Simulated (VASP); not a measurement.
Hf2Pd2Se2Br2O3:

```
CELL_PARAMETERS angstrom
5.76069 0.00496 -0.00286
-0.52750 5.84664 0.03413
-1.48435 -0.92642 6.64586
ATOMIC_POSITIONS crystal
Hf 0.74540 0.39602 0.34989
Hf 0.28763 0.45322 0.59401
Pd 0.90854 0.13294 0.84849
Pd 0.25249 0.90323 0.35874
Se 0.63469 0.40355 0.93716
Se 0.62597 0.78174 0.53023
Br 0.85273 0.99089 0.15355
Br 0.22526 0.82084 0.86223
O 0.96040 0.28925 0.59026
O 0.43233 0.24524 0.40864
O 0.07457 0.58308 0.36682
```

The cell was built by a generator and needn't be a form met in nature.

Base run:

* Program: VASP 6.6.1
* Functional: PBE
* Dispersion: TS
* Potentials or basis: VASP PAW PBE potentials, release 64 (Hf_pv, Pd, Se, Br, O)
* Cutoff: 520 eV
* k mesh: 5 × 5 × 4
* Occupations: fermi-dirac, width 0.05 eV
* Spin: no spin polarisation

Its results: band gap on the k mesh 0.20 eV, indirect (least direct gap 0.46 eV); pressure -2.1 GPa; largest force 0.167 eV/Å.

The run is repeated on the same cell with these changes: dispersion from TS to none. What comes out?

Band gap on the k mesh 0.20 eV, indirect (least direct gap 0.46 eV); pressure -0.6 GPa; largest force 0.187 eV/Å.

Dispersion adds attraction, which lowers the pressure at fixed volume.

Caveats: spin-orbit coupling is left out, which moves the levels of the heavy elements; an odd mesh through Γ misses points on the zone boundary, where band edges often lie.
